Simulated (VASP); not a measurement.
These are PBE GGA, VASP's PBE PAW potentials (set 64) (plane waves; VASP) values and carry that method's errors.

Input for VASP

KPOINTS:
```
K-points
0
gamma
  13 13 13
```

INCAR:
```
SYSTEM = HfN
PREC = Accurate
ENCUT = 520
EDIFF = 1E-3
NELM = 100
ALGO = Normal
LREAL = .FALSE.
LASPH = .TRUE.
ISMEAR = 1
SIGMA = 0.1
GGA = PE
LMAXMIX = 6
LWAVE = .FALSE.
LCHARG = .FALSE.
ISIF = 2
```

**POSCAR**
```
HfN
4.5503060
  0.0000000000   0.5000000000   0.4858939157
  0.4899055140   0.0000000000   0.4858939157
  0.4899055140   0.5000000000   0.0000000000
Hf N
1 1
Cartesian
  0.0000000000   0.0000000000   0.0000000000
  0.4943058454   0.5000000000   0.4858939157
```

POTCAR, in this order: Hf_pv N (PBE.64 set). Program: vasp_std.

Unless said otherwise, spin-orbit coupling is left out, though it shifts the bands of the heavy elements here.

**Question.** Predict the energy per atom (σ→0), pressure, largest force, band gap (on the k-mesh).

**Answer.** 
The energy per atom (σ→0) is -10853 meV/atom and the band gap (on the k-mesh) is none (metal, semimetal or under 0.01 eV). The pressure comes out as 11.84 GPa and the largest force is 0.281 eV/Å.

### OSZICAR
```
...
DAV:   4    -0.247140396467E+02   -0.18160E-01   -0.18098E-01  8853   0.381E+00
DAV:   5    -0.247143571310E+02   -0.31748E-03   -0.31682E-03  9562   0.357E-01    0.523E+01
DAV:   6    -0.217738068123E+02    0.29406E+01   -0.15172E+01  8788   0.284E+01    0.431E+01
DAV:   7    -0.217264376006E+02    0.47369E-01   -0.67700E-01  8788   0.755E+00    0.270E+01
DAV:   8    -0.217157553225E+02    0.10682E-01   -0.11366E-01  9007   0.315E+00    0.604E+00
DAV:   9    -0.217063960126E+02    0.93593E-02   -0.55349E-02  9016   0.163E+00    0.160E+00
DAV:  10    -0.217059384528E+02    0.45756E-03   -0.20599E-03  6763   0.428E-01
   1 F= -.21705938E+02 E0= -.21705953E+02  d E =0.441473E-04
```

The compound is HfN in the rock salt structure. The cell was not relaxed at this level, atoms are displaced from their ideal sites. The run is one of a series of settings (EDIFF = 1E-3 against the base run), some of them coarse on purpose. The electron count is odd and the run is not spin-polarised, which forces a metal.
